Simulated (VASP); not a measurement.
All values below come from PBE GGA, VASP's PBE PAW potentials (set 64) (plane waves; VASP).

VASP ran on this input.

KPOINTS:
```
K-points
0
Gamma
  4 4 1
0 0 0
```

### INCAR
```
SYSTEM=NiSb
PREC=Accurate; ENCUT=300; LREAL=.FALSE.
LASPH=.TRUE.
EDIFF=1E-6; NELM=100; ALGO=Normal
LMAXMIX=4
ISMEAR=0; SIGMA=0.136
GGA=PE
MAGMOM=2.0 2.0 2.0 2.0 0.0 0.0 0.0 0.0
ISPIN=2
ISIF=2
LWAVE=.FALSE.; LCHARG=.FALSE.; LORBIT=11
```

POSCAR:
```
NiSb
1
    3.6015810000     0.0000000000     0.0000000000
   -1.8007900000     3.1190600000     0.0000000000
    0.0000000000     0.0000000000    12.1503880000
Ni Sb
4 4
Direct
  0.3333330000   0.6666670000   0.1250000000
  0.6666670000   0.3333330000   0.6250000000
  0.6666670000   0.3333330000   0.8750000000
  0.3333330000   0.6666670000   0.3750000000
  0.0000000000   0.0000000000   0.0000000000
  0.0000000000   0.0000000000   0.5000000000
  0.3333330000   0.6666670000   0.7500000000
  0.6666670000   0.3333330000   0.2500000000
```

POTCAR, in this order: Ni Sb (PBE.64 set). Program: vasp_std.

**Question.** What will the output report for the number of irreducible k-points (NKPTS), largest plane-wave count, number of space-group operations, FFT grid (NGX, NGY, NGZ)?

**Answer.** 
```json
{
 "number of irreducible k-points (NKPTS)": "4",
 "largest_plane_wave_count": "1619",
 "number_of_space_group_operations": "24",
 "FFT grid (NGX, NGY, NGZ)": "20 × 20 × 70"
}
```

The structure was generated: NiSb was put into an ordered model structure, which need not be its known phase. The cell was not relaxed at this level. The k-mesh is coarse (spacing up to 0.52 per Å, 2π included), so the numbers may not be converged in it.
